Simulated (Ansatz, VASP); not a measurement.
# Cross-check of Nb2COF (Nb2COF MXene bilayer, AB) between VASP and Ansatz

Wanted: the spread between two codes on one cell, functional and k mesh. The structure shown is the start of the Ansatz relaxation below; VASP solves that cell, so the two are compared at the walk's first step.

Method: plane waves, with VASP 6.6.1 beside it; single point at PBE with D3(BJ), in Ansatz 0.2.0.

## Step 1: Starting point

The cell holds 10 atoms: 2 F, 4 Nb, 2 C and 2 O. Cell: a = 3.151 Å, b = 3.151 Å, c = 54.785 Å, α = 90.0°, β = 90.0°, γ = 120.0°. Vacuum lies along c.

## Step 2: Ansatz: relaxation, PBE with D3(BJ)

Ansatz runs on its default PAW (the set named soft_2) files.

The two programs are compared at the cell with which this relaxation starts, whose forces are those of its first step.

Contents of input.yaml:

```yaml
crystal:
  lattice:
    - [3.150576, 0.0, 0.0]
    - [-1.575288, 2.7284788526, 0.0]
    - [0.0, 0.0, 54.7853847394]
  atoms:
    - { symbol: F, position: [0.3333333333, 0.6666666667, 0.3915277788] }
    - { symbol: Nb, position: [0.6666666667, 0.3333333333, 0.4086253986], spin: 1.0 }
    - { symbol: C, position: [0.0, 0.0, 0.4313163655] }
    - { symbol: Nb, position: [0.3333333333, 0.6666666667, 0.4540073324], spin: 1.0 }
    - { symbol: O, position: [0.6666666667, 0.3333333333, 0.4744457394] }
    - { symbol: F, position: [0.6666666667, 0.3333333333, 0.5255542606] }
    - { symbol: Nb, position: [0.0, 0.0, 0.5426518805], spin: -1.0 }
    - { symbol: C, position: [0.3333333333, 0.6666666667, 0.5653428473] }
    - { symbol: Nb, position: [0.6666666667, 0.3333333333, 0.5880338142], spin: -1.0 }
    - { symbol: O, position: [0.0, 0.0, 0.6084722212] }
  periodic: [true, true, false]
magnetization:
  spin_polarized: true
kpoints:
  mp_grid: { grid: [12, 12, 1] }
hamiltonian:
  xc: pbe
  dispersion: d3bj
scf:
  occupations: { method: fermi_dirac, width: 0.05 }
  convergence: { dr2_threshold: 1.0e-09 }
relax:
  f_tol: 0.004
  max_steps: 90
  cell: {}
output:
  write_potential: true
  write_density: true
  volumetric_format: npy
```

Command:

```
ansatz run input.yaml --threads 4 --pin off --max-ram 12288MiB --backend cpu --events-out ev --progress --plain --runs-dir out
```

Numbers of over 12 decimals in the logs are rounded to 6 here.

What it wrote:

```text
Warning: relax.cell: scf.convergence.dr2_threshold = 1e-9 eV is looser than the 2.08781314795e-10 eV advised for a relaxation that steers and ends on the stress (1e-10 eV for each atom of the cell: 10, times the square of relax.cell.stress_2d_tol = 0.05 N/m over 21.9 Å (the atoms' height at the walk's start and 5 Å past either face), 2.285e-2 GPa, over a crystal's default 0.05). What an SCF threshold leaves in a stress goes as its square root, and in the free energy as the threshold itself, and one threshold admits the most on a small cell: [figures from the program's tests cut] Set scf.convergence.dr2_threshold to 2.08781314795e-10 eV or tighter. [rest of the remark cut]
Engine: ansatz 0.2.0, x86_64-unknown-linux-gnu
Pseudopotentials: kind: paw
Pseudopotential: F, paw, valence charge 7, recommended cutoff 420 eV (normal), F.paw.azcp
Pseudopotential: Nb, paw, valence charge 13, recommended cutoff 420 eV (normal), Nb.paw.azcp
Pseudopotential: C, paw, valence charge 4, recommended cutoff 420 eV (normal), C.paw.azcp
Pseudopotential: O, paw, valence charge 6, recommended cutoff 420 eV (normal), O.paw.azcp
Functional definition: PBE
  parameter kappa = 0.804
  parameter beta = 0.066725
  exchange = pbe_x(kappa = kappa, mu = beta*pi^2/3)
  correlation = pbe_c(beta = beta)
Crystal: 10 atoms, lattice volume = 470.951 Å³
Basis set: ecut = 420 eV, 9099 PW (Γ), exchange–correlation on 48×48×750 points (8 copies of the dense FFT grid, shifted against one another)
Bands: 55, of which v1, the nominal top of the filled ones, is band 43 counted from 1 (42 counted from 0)
Symmetry: 6 space group operations
Space group: P3m1 (ITA 156), of the structure as read, at distance tolerance 7.8e-5 Å
Magnetic group: BNS 156.49 (UNI 1279), of the structure as read, at distance tolerance 7.8e-5 Å
k-points: 19 of 144 (time reversal used)
Non-local potential: F, projectors of the file, l = 0: 2, l = 1: 2, l = 2: 1
Non-local potential: Nb, projectors of the file, l = 0: 3, l = 1: 2, l = 2: 2, l = 3: 1
Non-local potential: C, projectors of the file, l = 0: 2, l = 1: 2, l = 2: 1
Non-local potential: O, projectors of the file, l = 0: 2, l = 1: 2, l = 2: 1
PAW form: soft (Blöchl's): semilocal exchange-correlation on the pseudo side does not see the compensation charge
PAW one-centre angular grid: F, 110 points (default); XC on 64 Gauss nodes
PAW one-centre angular grid: Nb, 590 points (default); XC on 64 Gauss nodes
PAW one-centre angular grid: C, 110 points (default); XC on 64 Gauss nodes
PAW one-centre angular grid: O, 110 points (default); XC on 64 Gauss nodes
Initial density: superposition of atomic densities (neutral atoms: chi_scale 0, normalization atom)
Starting moments: Σ|m| = 4 μB on 4 of 10 sites
Starting magnetic order: compensated ferrimagnet; no operation exchanges its spin sublattices
Initial wavefunctions: pseudopotential atomic-orbital guess
Functional: x = pbe(κ = 0.804, μ = 0.219515), c = pbe(β = 0.066725)
SCF iter   1: F=—  HF=-21480.631261 eV  |F-HF|=—  |Δ(HF+E_count)|=         —  Δρ=4.72e-2 (↑4.72e-2 ↓4.72e-2)  dr2=7.64e1  dr2_m=3.50e-1  M=-0.001 μB ∫|m|=1.420 μB  β_m=0.30  ethr=3.10e-3  ⟨swp⟩=12.0  Hψ=13985  notcnv=0  defer=31
Mixer restart at iter 1: flushing history
preconditioner: auto → LDOS  [metal: Δε(μ)=0.036 eV  Ē_g=10.453 eV  σ=0.050 eV  W_gap=0.17  n_scr=34 (ndim 8)  ℏωp=12.1 eV  f_vac=0.726  D(μ)=2.80/eV (n_scr^D=18)]
spin=Collinear: LDOS preconditioning applied to the charge; magnetization (m = ρ↑ − ρ↓) channel mixes plain (no charge-response kernel on spin).
SCF iter   2: F=—  HF=-21470.953917 eV  |F-HF|=—  |Δ(HF+E_count)|=    9.68e0  Δρ=2.32e-2 (↑2.32e-2 ↓2.32e-2)  dr2=1.95e1  dr2_m=1.84e-1  M=-0.000 μB ∫|m|=1.264 μB  β_m=0.44  ethr=3.10e-3  ⟨swp⟩=5.2  Hψ=6845  notcnv=0  defer=78
SCF iter   3: F=—  HF=-21468.802494 eV  |F-HF|=—  |Δ(HF+E_count)|=    2.15e0  Δρ=7.22e-3 (↑7.16e-3 ↓7.22e-3)  dr2=5.56e-1  dr2_m=4.38e-2  M=0.100 μB ∫|m|=0.915 μB  β_m=0.58  ethr=3.10e-3  ⟨swp⟩=5.6  Hψ=6050  notcnv=0  defer=84
SCF iter   4: F=—  HF=-21468.932221 eV  |F-HF|=—  |Δ(HF+E_count)|=   1.30e-1  Δρ=3.05e-3 (↑2.88e-3 ↓3.05e-3)  dr2=8.75e-2  dr2_m=1.60e-2  M=0.077 μB ∫|m|=0.626 μB  β_m=0.79  ethr=6.46e-4  ⟨swp⟩=5.7  Hψ=5181  notcnv=0  defer=64
[...]
basis re-selected at this cell: Δ(F+E_penalty+E_count) = +1.687e-4 eV, ΔP = -0.003 N/m vs the last step (what re-selecting the basis moved, of the pressure what is left beyond the Pulay correction that the steps carried, after the strain that the cell walked since its last selection, with what the two solves' SCF thresholds leave and, on support functions, any second-order correction that the steps lacked; it is no m [...]
WARN: The output density's exchange-correlation potential varies sharply where the density is thin. Do not read a vacuum level from v_tot or v_xc, or from such a field of the output density. On a cell that repeats whose density bears no net charge and no dipole along the vacuum's axis use v_es (v_loc + v_h of the components); under efield.dipole_correction with no amplitude use v_es + v_field, which holds any externa [...]
SCF converged after 4 iterations
Magnetization: 0.0000 μB (43.0000 up, 43.0000 down)
Absolute magnetization: 0.0000 μB (∫|ρ↑−ρ↓|, with the PAW one-centre terms)
Spin contamination: 0.0000 ħ² per cell (⟨S²⟩ above its minimum at these occupations)
Per-site moments (μB) at R_I (Å): [(6.964524420631436e-10, 0.946979), (1.479999544359446e-7, 0.880737), (-5.657199216419267e-8, 0.880737), (-2.4951240477649982e-8, 0.867629), (2.5003677386493917e-8, 0.867629), (-8.131125435159441e-9, 0.938992), (-7.448168887370813e-8, 0.881239), (6.352293732181322e-8, 0.881239), (-2.986592619278834e-8, 0.865643), (6.626417720194127e-8, 0.865643)]
Free energy (F): -21471.640002 eV
Harris-Foulkes:  -21471.640002 eV  (|F-HF|=3.17e-10)
Internal energy: -21471.615365 eV  (E = F + TS)
E sigma→0 (E₀):  -21471.627684 eV
Entropy (-TS):   -0.024637 eV (-2.464 meV/atom)
Fermi energy:    -5.377710 eV
--- Per-component energies (eV) ---
  E_band       = -2106.180440
  E_kinetic    = 2525.478146
  E_local      = -708799.667130  (includes V_loc(G=0)·N_el)
  E_nonlocal   = 768.171786
  E_hartree    = 352705.455630
  E_xc         = -1109.887546
  E_vxc        = -1369.736193  (∫ρ·V_xc dr)
  E_paw        = -13205.092006  (= ΣΔE_a)
  E_vpaw       = -641.347611  (= ΣTr[D̂ρ^β])
  E_aug_tail   = 0.008964  (compensation charges beyond the density's cutoff)
  E_ewald      = 345646.644532
  E_disp       = -2.727742  (pairwise vdW)
  E_smearing   = -0.024637  (= −TS)
  E_closure    = 0.000000  (closes the sum)
  Σ components = -21471.640002   (vs F -21471.640002, Δ=0.00e0)
--- Forces (eV/Å), atoms counted from 1 ---
  atom   1  F      0.00000000     0.00000000     0.00164277
  atom   2  Nb    -0.00000000    -0.00000000    -0.00274004
  atom   3  C      0.00000000     0.00000000     0.00362308
  atom   4  Nb     0.00000000    -0.00000000    -0.00105259
  atom   5  O      0.00000000    -0.00000000    -0.00134706
  atom   6  F     -0.00000000     0.00000000    -0.00052352
  atom   7  Nb     0.00000000    -0.00000000     0.00389173
  atom   8  C      0.00000000     0.00000000     0.00012556
  atom   9  Nb     0.00000000    -0.00000000    -0.00141082
  atom  10  O      0.00000000    -0.00000000    -0.00221173
  max |Σ_I F_I| component: 2.62e-6 eV/Å
--- 2D stress c σ (N/m, compression-positive) ---
        0.021747       0.000000       0.000000
        0.000000       0.021747       0.000000
        0.000000       0.000000       0.000000
  P = ½ c Tr σ = 0.0217 N/m
--- Band table (eV; the first three rows and the last of 38) ---
  k-point 0 ↑: bands = [... 39 lower, -8.4748, -6.2201, -6.2201, -6.2187, -6.2187, -5.5005, -5.4774, -3.9243, ... 8 higher]
  k-point 1 ↑: bands = [... 39 lower, -8.5164, -6.3722, -6.3590, -6.0797, -6.0722, -5.4678, -5.4250, -3.9720, ... 8 higher]
  k-point 2 ↑: bands = [... 39 lower, -8.5545, -6.7156, -6.6815, -5.6756, -5.6631, -5.3919, -5.3216, -3.9457, ... 8 higher]
  k-point 18 ↓: bands = [... 39 lower, -9.3180, -5.6007, -5.5746, -5.2040, -5.1410, -4.4912, -4.4789, -3.5746, ... 8 higher]
  the weakly bound empty levels are not read free of the cell's end (no_gap_told)
--- Relaxed structure (11 steps of the walk, 9 accepted, 2 SCFs on fresh bases) ---
  F+E_penalty+E_count = -21471.64000203 eV   max|allowed force component| = 3.892e-3 eV/Å   (the final SCF, on the basis selected at the relaxed cell)
  cell:  # Å, volume = 461.6751 Å³
    - [3.119396, -2.3077676450087962e-18, 0]
    - [-1.559698, 2.701476, 0]
    - [0, 0, 54.7853847394]
  atoms:
    - { symbol: F, position: [0.333333, 0.666667, 0.382307] }
    - { symbol: Nb, position: [0.666667, 0.333333, 0.408292] }
    - { symbol: C, position: [-1.7763568395198024e-17, -2.2204460492583895e-17, 0.429225] }
    - { symbol: Nb, position: [0.333333, 0.666667, 0.451946] }
    - { symbol: O, position: [0.666667, 0.333333, 0.471778] }
    - { symbol: F, position: [0.666667, 0.333333, 0.523335] }
    - { symbol: Nb, position: [-1.7763568395198415e-17, -2.2204460492584086e-17, 0.548746] }
    - { symbol: C, position: [0.333333, 0.666667, 0.569721] }
    - { symbol: Nb, position: [0.666667, 0.333333, 0.592484] }
    - { symbol: O, position: [-1.776356839519845e-17, -2.2204460492583892e-17, 0.612145] }
```

In the SCF lines HF is the Harris–Foulkes energy and dr2 the Hartree energy of the density residual, in eV; the loop may stop once dr2 is under the threshold and the program's other checks hold. Hψ counts applications of the Hamiltonian.

(Part 1 of 2 ends here.)

[Lines on the potential files, build, host, timing and source positions are cut from VASP's logs without a mark.]

[Logs are printed without paths, hosts, clocks, repeated set-up lines and the standing remarks that a program may print on its own settings, such as how far it seeks lower states.]

[Hosts, paths, dates, database ids (printed as entryN), source tags and the programs' standing remarks are cut or masked in the printed files.]
